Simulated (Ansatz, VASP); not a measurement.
# MoS2 in two plane-wave programs

Aim: how closely do two programs agree when they are given the same cell, functional and k mesh? The structure shown is the start of the Ansatz relaxation below; VASP solves that cell, so the two are compared at the walk's first step.

Main program and level: Ansatz 0.2.0; plane waves, with VASP 6.6.1 beside it; PBEsol with D3(BJ).

### 1. The starting structure

Symmetry: P6_3/mmc, No. 194, hexagonal system. Conventional cell: a = 3.088 Å, b = 3.088 Å, c = 11.631 Å, α = 90.00°, β = 90.00°, γ = 120.00°. Nearest to S lie 3 Mo at 2.36 Å. Nearest to Mo lie 6 S at 2.36 Å. Farther neighbours and most contacts between anions are not listed.

### 2. Ansatz: relaxation, PBEsol with D3(BJ)

Ansatz runs on its PAW soft_1 files.

The two programs are compared at the cell with which this relaxation starts, whose forces are those of its first step.

Contents of input.yaml:

```yaml
crystal:
  lattice:
    - [3.0881844357, 0.0, 0.0]
    - [-1.5440922179, 2.6744461729, 0.0]
    - [0.0, 0.0, 11.6309038777]
  atoms:
    - { symbol: S, position: [0.3333333333, 0.6666666667, 0.6164930543] }
    - { symbol: S, position: [0.6666666667, 0.3333333333, 0.1164930543] }
    - { symbol: S, position: [0.3333333333, 0.6666666667, 0.8835069457] }
    - { symbol: S, position: [0.6666666667, 0.3333333333, 0.3835069457] }
    - { symbol: Mo, position: [0.3333333333, 0.6666666667, 0.25] }
    - { symbol: Mo, position: [0.6666666667, 0.3333333333, 0.75] }
kpoints:
  mp_grid: { grid: [15, 15, 4] }
hamiltonian:
  xc: pbesol
  dispersion: d3bj
  pseudopotentials: { kind: paw, azcp: { folder: soft_1 }, xc_functional: pbe }
scf:
  occupations: { method: gaussian, width: 0.02 }
output:
  forces: true
  stress: true
  eigenvalues: true
relax:
  adjacent_minimum: "off"
  f_tol: 0.001
  max_steps: 60
  cell: { stress_tol: 0.01, fix: [volume] }
```

Started as:

```console
> ansatz run input.yaml --threads 8 --pin off --max-ram 16384MiB --backend cpu --events-out ev --progress --plain --runs-dir out
```

Numbers of over 12 decimals in the logs are rounded to 6 here.

Log:

```text
Engine: ansatz 0.2.0, aarch64-unknown-linux-gnu
Pseudopotentials: kind: paw
Pseudopotential: S, paw, valence charge 6, recommended cutoff 420 eV (normal), soft_1/S.paw.azcp
Pseudopotential: Mo, paw, valence charge 14, recommended cutoff 420 eV (normal), soft_1/Mo.paw.azcp
Functional definition: PBEsol
  exchange = pbesol_x
  correlation = pbesol_c
Crystal: 6 atoms, lattice volume = 96.062 Å³
Basis set: ecut = 420 eV, 1863 PW (Γ), exchange–correlation on 48×48×160 points (8 copies of the dense FFT grid, shifted against one another)
Bands: 32, of which v1, the nominal top of the filled ones, is band 26 counted from 1 (25 counted from 0)
Symmetry: 24 space group operations
Space group: P63/mmc (ITA 194), of the structure as read, at distance tolerance 4.6e-5 Å
k-points: 81 of 900
Non-local potential: S, projectors of the file, l = 0: 2, l = 1: 2, l = 2: 1
Non-local potential: Mo, projectors of the file, l = 0: 3, l = 1: 2, l = 2: 2, l = 3: 1
PAW form: soft (Blöchl's): semilocal exchange-correlation on the pseudo side does not see the compensation charge
PAW frozen core: S, regenerated for the run's functional, and the local potential with it (the file was generated under x = pbe(κ = 0.804, μ = 0.219515), c = pbe(β = 0.066725))
PAW frozen core: Mo, regenerated for the run's functional, and the local potential with it (the file was generated under x = pbe(κ = 0.804, μ = 0.219515), c = pbe(β = 0.066725))
PAW one-centre angular grid: S, 110 points (default); XC on 64 Gauss nodes
PAW one-centre angular grid: Mo, 590 points (default); XC on 64 Gauss nodes
Initial density: superposition of atomic densities (chi_scale 0.1, normalization cell, long waves kept (reshape's long-wave potential 0.05 eV rms))
Initial wavefunctions: pseudopotential atomic-orbital guess
Functional: x = pbesol(κ = 0.804, μ = 0.123457), c = pbesol(β = 0.046)
SCF iter   1: F=—  HF=-13344.337150 eV  |F-HF|=—  |Δ(HF+E_count)|=         —  Δρ=6.18e-2  dr2=4.74e0  ethr=3.10e-3  ⟨swp⟩=9.2  Hψ=14222  notcnv=0
preconditioner: auto → Resta (q_TF=auto, 2.463 Å⁻¹)  ε∞=8.2  [insulator: Δε(μ)=0.402 eV  Ē_g=8.487 eV  σ=0.020 eV  W_gap=1.00  n_scr=26 (ndim 8)  ℏωp=22.7 eV  f_vac=0.000  D(μ)=0.00/eV (n_scr^D=0)  ε∞_Penn≈8.2]
SCF iter   2: F=—  HF=-13343.122806 eV  |F-HF|=—  |Δ(HF+E_count)|=    1.21e0  Δρ=3.22e-2  dr2=1.31e0  ethr=3.10e-3  ⟨swp⟩=2.3  Hψ=4759  notcnv=0  defer=119
SCF iter   3: F=—  HF=-13342.703855 eV  |F-HF|=—  |Δ(HF+E_count)|=   4.19e-1  Δρ=5.19e-3  dr2=3.12e-2  ethr=2.53e-3  ⟨swp⟩=2.7  Hψ=4282  notcnv=0  defer=119
SCF iter   4: F=—  HF=-13342.699823 eV  |F-HF|=—  |Δ(HF+E_count)|=   4.03e-3  Δρ=1.23e-3  dr2=2.48e-3  ethr=6.01e-5  ⟨swp⟩=2.5  Hψ=4398  notcnv=0  defer=116
SCF iter   5: F=—  HF=-13342.700218 eV  |F-HF|=—  |Δ(HF+E_count)|=   3.95e-4  Δρ=4.11e-4  dr2=1.63e-4  ethr=4.77e-6  ⟨swp⟩=2.3  Hψ=4872  notcnv=0  defer=116
SCF iter   6: F=—  HF=-13342.700261 eV  |F-HF|=—  |Δ(HF+E_count)|=   4.29e-5  Δρ=5.83e-5  dr2=3.80e-6  ethr=3.14e-7  ⟨swp⟩=2.3  Hψ=4415  notcnv=0  defer=116
SCF iter   7: F=—  HF=-13342.700260 eV  |F-HF|=—  |Δ(HF+E_count)|=   9.58e-7  Δρ=1.49e-5  dr2=2.31e-7  ethr=7.30e-9  ⟨swp⟩=2.1  Hψ=4037  notcnv=0  defer=116
SCF iter   8: F=-13342.700260 eV  HF=-13342.700260 eV  |F-HF|=1.70e-9  |Δ(HF+E_count)|=   2.45e-7  Δρ=2.28e-6  dr2=4.18e-9  ethr=1.92e-10  ⟨swp⟩=11.8  Hψ=12698  notcnv=0
SCF 1 converged in 8 iterations: F = -13342.700260 eV  dr2 = 4.18e-9
  greatest PAW one-centre occupation: 0.999 electrons in one spin orbital (limit 2), on the Mo atom at site 5 (counted from 0), in its partial waves of l = 0
relax step   1: F+E_penalty+E_count = -13342.70026017 eV  Δ(F+E_penalty+E_count) = +0.000e0 eV  max|allowed force component| = 3.473e-1 eV/Å  Δτ_max = 0.0000 Å  P = +3.699 GPa  Ω = 96.062 Å³  fix = [volume]  reactions: volume +3.699 GPa  (8 SCF iters, dr2 threshold 1.00e-7 eV, accepted)
[...]
relax step   4: F+E_penalty+E_count = -13342.71358637 eV  Δ(F+E_penalty+E_count) = -2.360e-4 eV  max|allowed force component| = 8.682e-4 eV/Å  Δτ_max = 0.0002 Å  P = +1.515 GPa  Ω = 96.062 Å³  energy of the carried Pulay correction = -1.826e-17 eV  fix = [volume]  reactions: volume +1.515 GPa  (6 SCF iters, dr2 threshold 2.91e-7 eV, accepted)
[...]
relax step   5: F+E_penalty+E_count = -13342.71357911 eV  Δ(F+E_penalty+E_count) = +7.264e-6 eV  max|allowed force component| = 8.764e-4 eV/Å  Δτ_max = 0.0000 Å  P = +1.515 GPa  Ω = 96.062 Å³  fix = [volume]  reactions: volume +1.515 GPa  stress off target by 1.15e-3 GPa on what of the cell is left free  SCF on the basis re-selected at this cell (its energy is not comparable with the rows above)  (9 SCF iters)
basis re-selected at this cell: Δ(F+E_penalty+E_count) = +7.264e-6 eV, ΔP = -0.001 GPa vs the last step (what re-selecting the basis moved, of the pressure what is left beyond the Pulay correction that the steps carried, after the strain that the cell walked since its last selection, with what the two solves' SCF thresholds leave and, on support functions, any second-order correction that the steps lacked; it is no m [...]
SCF converged after 9 iterations
Free energy (F): -13342.713579 eV
Harris-Foulkes:  -13342.713579 eV  (|F-HF|=0.00e0)
Internal energy: -13342.713579 eV  (E = F + TS)
E sigma→0 (E₀):  -13342.713579 eV
Fermi energy:    13.145508 eV
--- Per-component energies (eV) ---
  E_band       = -224.672512
  E_kinetic    = 1276.299744
  E_local      = -3400.486917  (includes V_loc(G=0)·N_el)
  E_nonlocal   = 438.843386
  E_hartree    = 1297.817339
  E_xc         = -706.909979
  E_vxc        = -774.721779  (∫ρ·V_xc dr)
  E_paw        = -8677.676174  (= ΣΔE_a)
  E_vpaw       = -360.241708  (= ΣTr[D̂ρ^β])
  E_aug_tail   = 0.000085  (compensation charges beyond the density's cutoff)
  E_ewald      = -3568.799546
  E_disp       = -2.467914  (pairwise vdW)
  E_core_change = 0.666397  (= ΣΔE_core)
  E_smearing   = -0.000000  (= −TS)
  E_closure    = 0.000000  (closes the sum)
  Σ components = -13342.713579   (vs F -13342.713579, Δ=0.00e0)
--- Forces (eV/Å), atoms counted from 1 ---
  atom   1  S      0.00000000    -0.00000000    -0.00087644
  atom   2  S      0.00000000     0.00000000    -0.00087644
  atom   3  S     -0.00000000    -0.00000000     0.00087644
  atom   4  S      0.00000000     0.00000000     0.00087644
  atom   5  Mo     0.00000000     0.00000000     0.00000000
  atom   6  Mo    -0.00000000    -0.00000000     0.00000000
  max |Σ_I F_I| component: 6.94e-18 eV/Å
--- Stress (GPa, compression-positive) ---
        1.513967       0.000000       0.000000
        0.000000       1.513967       0.000000
        0.000000       0.000000       1.515688
  P = ⅓ Tr σ = 1.5145 GPa (15.145 kbar)
--- Band table (eV; the first three rows and the last of 81) ---
  k-point 0: bands = [... 22 lower, 10.6111, 11.2001, 12.0138, 12.9057, 14.9031, 14.9031, 14.9598, 14.9598, ... 2 higher]
  k-point 1: bands = [... 22 lower, 10.5951, 10.7119, 12.3174, 12.8476, 14.8984, 14.8984, 14.9099, 14.9099, ... 2 higher]
  k-point 2: bands = [... 22 lower, 10.5565, 10.5565, 12.6578, 12.6578, 14.8935, 14.8935, 14.8935, 14.8935, ... 2 higher]
  k-point 80: bands = [... 22 lower, 9.6584, 9.6584, 11.9094, 11.9094, 13.9458, 13.9458, 14.8062, 14.8062, ... 2 higher]
--- Relaxed structure (4 steps of the walk, 4 accepted, 1 SCFs on fresh bases) ---
  F+E_penalty+E_count = -13342.71357911 eV   max|allowed force component| = 8.764e-4 eV/Å   (the final SCF, on the basis selected at the relaxed cell)
  cell:  # Å, volume = 96.0618 Å³
    - [3.096797, 2.8947963677819383e-11, 0.0]
    - [-1.548398, 2.681905, 0.0]
    - [0.0, 0.0, 11.566302]
  atoms:
    - { symbol: S, position: [0.333333, 0.666667, 0.614729] }
    - { symbol: S, position: [0.666667, 0.333333, 0.114729] }
    - { symbol: S, position: [0.333333, 0.666667, 0.885271] }
    - { symbol: S, position: [0.666667, 0.333333, 0.385271] }
    - { symbol: Mo, position: [0.333333, 0.666667, 0.25] }
    - { symbol: Mo, position: [0.666667, 0.333333, 0.75] }
```

The column dr2 measures how far the density is from self-consistency, as an energy; F and HF (Harris–Foulkes) agree once it is small.

### 3. VASP: single point, PBEsol with D3(BJ), start cell, pair 1

The same cell, functional, mesh and smearing now go to VASP, with its own data sets.

Lines of VASP's logs that name or quote its potential files are left out, and so is its time.

Contents of INCAR:

```
SYSTEM = MoS2
PREC = Accurate
ENCUT = 400
EDIFF = 1E-06
NELM = 120
ISMEAR = 0
SIGMA = 0.02
LREAL = .FALSE.
ALGO = Normal
GGA = PS
IVDW = 12
NBANDS = 32
LASPH = .TRUE.
LORBIT = 11
LWAVE = .FALSE.
LCHARG = .FALSE.
ISIF = 2
GGA_COMPAT = .FALSE.
EFERMI = MIDGAP
KPAR = 2
```

Contents of POSCAR:

```
MoS2
1.0
    3.0881840000      0.0000000000      0.0000000000
   -1.5440920000      2.6744460000      0.0000000000
    0.0000000000      0.0000000000     11.6309040000
S Mo
4 2
Direct
    0.3333333334      0.6666666668      0.6164930731
    0.6666666668      0.3333333334      0.1164930731
    0.3333333334      0.6666666668      0.8835069269
    0.6666666668      0.3333333334      0.3835069269
    0.3333333334      0.6666666668      0.2500000000
    0.6666666668      0.3333333334      0.7500000000
```

Contents of KPOINTS:

```
Automatic mesh
0
Gamma
15 15 4
0 0 0
```

PAW data sets: S and Mo_sv (PBE family, release 64).

Started as:

```console
> mpirun -np 2 vasp_std
```

Log:

```text
[banner, memory and clock lines left out]
running    2 mpi-ranks, on    1 nodes
 distrk:  each k-point on    1 cores,    2 groups
 distr:  one band on    1 cores,    1 groups

 POSCAR found type information on POSCAR S Mo
 POSCAR found :  2 types and       6 ions
|                                                                             |
|               ----> ADVICE to this user running VASP <----                  |
|                                                                             |
|     You enforced a specific xc type in the INCAR file but a different       |
|     [... a line on the potential file left out ...]
|     I HOPE YOU KNOW WHAT YOU ARE DOING!                                     |
|                                                                             |

 LDA part: xc-table for (Slater+PW92), standard interpolation
 POSCAR, INCAR and KPOINTS ok, starting setup
 FFT: planning ... GRIDC
 FFT: planning ... GRID_SOFT
 FFT: planning ... GRID
 WAVECAR not read
 entering main loop
       N       E                     dE             d eps       ncg     rms          rms(c)
DAV:   1     0.385677351148E+03    0.38568E+03   -0.26284E+04  5816   0.128E+03
DAV:   2    -0.299546901787E+02   -0.41563E+03   -0.40503E+03  6488   0.361E+02
DAV:   3    -0.490580363911E+02   -0.19103E+02   -0.18970E+02  6624   0.700E+01
DAV:   4    -0.494055455759E+02   -0.34751E+00   -0.34653E+00  6328   0.956E+00
DAV:   5    -0.494140069769E+02   -0.84614E-02   -0.84573E-02  6592   0.134E+00    0.401E+01
DAV:   6    -0.473254301676E+02    0.20886E+01   -0.15246E+01  5736   0.225E+01    0.138E+01
DAV:   7    -0.470607304592E+02    0.26470E+00   -0.69775E+00  5680   0.139E+01    0.891E+00
DAV:   8    -0.467242283379E+02    0.33650E+00   -0.13661E+00  6208   0.673E+00    0.332E+00
DAV:   9    -0.467351286765E+02   -0.10900E-01   -0.13884E-01  6816   0.176E+00    0.146E+00
DAV:  10    -0.467263065012E+02    0.88222E-02   -0.56172E-02  6144   0.140E+00    0.300E-01
DAV:  11    -0.467262410437E+02    0.65457E-04   -0.27882E-03  6512   0.294E-01    0.186E-01
DAV:  12    -0.467261904615E+02    0.50582E-04   -0.23892E-04  6152   0.784E-02    0.109E-01
DAV:  13    -0.467261771871E+02    0.13274E-04   -0.19147E-04  6696   0.706E-02    0.263E-02
DAV:  14    -0.467261769778E+02    0.20928E-06   -0.21019E-05  6152   0.266E-02    0.299E-02
DAV:  15    -0.467261766226E+02    0.35523E-06   -0.14853E-06  4480   0.759E-03
   1 F= -.49191616E+02 E0= -.49191616E+02  d E =-.145667E-87
```

From OUTCAR (step 3):

```text
ion  position               nearest neighbor table
   1  0.333  0.667  0.616-   6 2.36   6 2.36   6 2.36
   2  0.667  0.333  0.116-   5 2.36   5 2.36   5 2.36
   3  0.333  0.667  0.884-   6 2.36   6 2.36   6 2.36
   4  0.667  0.333  0.384-   5 2.36   5 2.36   5 2.36
   5  0.333  0.667  0.250-   2 2.36   4 2.36   2 2.36   4 2.36   2 2.36   4 2.36
   6  0.667  0.333  0.750-   1 2.36   3 2.36   1 2.36   3 2.36   1 2.36   3 2.36

  LATTYP: Found a hexagonal cell.
 ALAT       =     3.0881840000
 C/A-ratio  =     3.7662600415

 Subroutine GETGRP returns: Found 24 space group operations
 (whereof 12 operations were pure point group operations)

The static configuration has the point symmetry D_3d.
 The point group associated with its full space group is D_6h.

 Found     81 irreducible k-points:

   k-points           NKPTS =     81   k-points in BZ     NKDIM =     81   number of bands    NBANDS=     32

   dimension x,y,z NGX =    20 NGY =   20 NGZ =   80
   dimension x,y,z NGXF=    40 NGYF=   40 NGZF=  160

   ENCUT  =  400.0 eV  29.40 Ry    5.42 a.u.   5.04  5.04 18.97*2*pi/ulx,y,z

   NELECT =      52.0000    total number of electrons

 k-points in reciprocal lattice and weights: Automatic mesh
   0.00000000  0.00000000  0.00000000       0.001
   0.06666667 -0.00000000  0.00000000       0.007
   0.13333333  0.00000000  0.00000000       0.007
   0.20000000 -0.00000000  0.00000000       0.007
   0.26666667  0.00000000  0.00000000       0.007
   0.33333333 -0.00000000  0.00000000       0.007
   0.40000000  0.00000000  0.00000000       0.007
   0.46666667  0.00000000  0.00000000       0.007
   0.06666667  0.06666667  0.00000000       0.007
[...]
0.33333333  0.26666667  0.50000000       0.013
   0.33333333  0.33333333  0.50000000       0.002

 average (electrostatic) potential at core
       1 -83.1356       2 -83.1356       3 -83.1356       4 -83.1356       5 -72.9596
       6 -72.9596

 E-fermi :   9.3670

 k-point     1 :       0.0000    0.0000    0.0000
  band No.  band energies     occupation
    ...
     22       6.7709      2.00000
     23       6.7709      2.00000
     24       7.4134      2.00000
     25       8.1080      2.00000
     26       9.0892      2.00000
     27      11.1558      0.00000
     28      11.1558      0.00000
     29      11.2039      0.00000
     30      11.2039      0.00000
     31      11.2819      0.00000
    ...

 k-point     2 :       0.0667   -0.0000    0.0000
  band No.  band energies     occupation
    ...
     22       6.6517      2.00000
     23       6.8127      2.00000
     24       7.4352      2.00000
     25       8.1744      2.00000
     26       8.9020      2.00000
     27      11.0847      0.00000
     28      11.1111      0.00000
     29      11.1784      0.00000
     30      11.2239      0.00000
     31      11.2652      0.00000
    ...

 k-point     3 :       0.1333    0.0000    0.0000
  band No.  band energies     occupation
    ...
     22       6.3500      2.00000
     23       6.8257      2.00000
     24       7.4701      2.00000
     25       8.0769      2.00000
     26       8.3833      2.00000
     27      10.7883      0.00000
     28      10.9329      0.00000
     29      10.9409      0.00000
     30      11.1674      0.00000
     31      11.1968      0.00000
    ...

 Edisp (eV)   -2.46544

  Total       1.93120     1.93120     2.22311     0.00000    -0.00000     0.00000
  in kB      32.20983    32.20983    37.07843     0.00000    -0.00000     0.00000
  external pressure =       33.83 kB  Pullay stress =        0.00 kB

  energy-cutoff  :      400.00
  volume of cell :       96.06
      direct lattice vectors                 reciprocal lattice vectors
     3.088184000  0.000000000  0.000000000     0.323814902  0.186954607  0.000000000
    -1.544092000  2.674446000  0.000000000     0.000000000  0.373909213  0.000000000
     0.000000000  0.000000000 11.630904000     0.000000000  0.000000000  0.085977840

 POSITION                                       TOTAL-FORCE (eV/Angst)
 -----------------------------------------------------------------------------------
      0.00000      1.78296      7.17037        -0.000000      0.000000     -0.343424
      1.54409      0.89148      1.35492        -0.000000      0.000000     -0.343424
      0.00000      1.78296     10.27598         0.000000     -0.000000      0.343424
      1.54409      0.89148      4.46053         0.000000     -0.000000      0.343424
      0.00000      1.78296      2.90773        -0.000000      0.000000     -0.000000
      1.54409      0.89148      8.72318         0.000000     -0.000000     -0.000000
 -----------------------------------------------------------------------------------
    total drift:                               -0.000000     -0.000001      0.000000

  FREE ENERGIE OF THE ION-ELECTRON SYSTEM (eV)
  ---------------------------------------------------
  free  energy   TOTEN  =       -49.1916160509 eV

  energy  without entropy=      -49.1916160509  energy(sigma->0) =      -49.19161605

 total charge
# of ion       s       p       d       tot
------------------------------------------
    1        1.361   2.340   0.000   3.701
    2        1.361   2.340   0.000   3.701
    3        1.361   2.340   0.000   3.701
    4        1.361   2.340   0.000   3.701
    5        2.312   6.251   4.067  12.629
    6        2.312   6.251   4.067  12.629
--------------------------------------------------
tot         10.067  21.863   8.135  40.065

[... 3 further parts left out ...]
```

This run has no spin polarisation, so a moment on Mo, if there is one, isn't seen. The PAW data sets were made with PBE, which is usual practice but a small mismatch for other functionals.

### 4. Differences

Known differences besides the potentials themselves: the cutoff is 420 eV in Ansatz and 400 eV in VASP; Ansatz makes its cores anew for this functional, VASP keeps those of its PBE data sets. Total energies have different zeros and are not compared.

Forces (eV/Å; atoms numbered as in POSCAR):

```
atom        Ansatz x, y, z          VASP x, y, z
  S1  0.000, 0.000, -0.347  0.000, 0.000, -0.343
  S2  0.000, 0.000, -0.347  0.000, 0.000, -0.343
  S3   0.000, 0.000, 0.347   0.000, 0.000, 0.343
  S4   0.000, 0.000, 0.347   0.000, 0.000, 0.343
 Mo5   0.000, 0.000, 0.000   0.000, 0.000, 0.000
 Mo6   0.000, 0.000, 0.000   0.000, 0.000, 0.000
```

The forces differ by 1.8 meV/Å r.m.s., which is 1.1 % of the r.m.s. force of 0.162 eV/Å (both taken over all components).

(Part 1 of 2 ends here.)

[Lines on the potential files, build, host, timing and source positions are cut from VASP's logs without a mark.]

[Logs are printed without paths, hosts, clocks, repeated set-up lines and the standing remarks that a program may print on its own settings, such as how far it seeks lower states.]

[Hosts, paths, dates, database ids (printed as entryN), source tags and the programs' standing remarks are cut or masked in the printed files.]
